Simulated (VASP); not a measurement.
Data:

```xyz
4
Lattice="4.1288 0.0000 0.0000 -2.0644 3.5756 0.0000 0.0000 0.0000 4.5245" Properties=species:S:1:pos:R:3 pbc="T T T"
Ca     0.0000     0.0000     0.0231
Al     2.0644     1.1919     2.1003
Si     0.0000     2.3838     2.5532
H      2.0644     1.1919     0.3307
```

Level of theory: PBEsol GGA, VASP's PBE PAW potentials (set 64) (plane waves; VASP). Run with 400 eV cut-off, 7×7×6 Γ-centred mesh, tetrahedra with Blöchl corrections, potentials Ca_sv Al Si H.

Problem. What does the run give for the energy per atom (σ→0)?

Solution. 
- energy per atom (σ→0) = -4.230 eV/atom

Only differences to runs with the same potentials and settings are physical.

The structure comes from a computed database's CaAlSiH entry (P3m1); how it stands against other phases isn't given here. It was relaxed first.
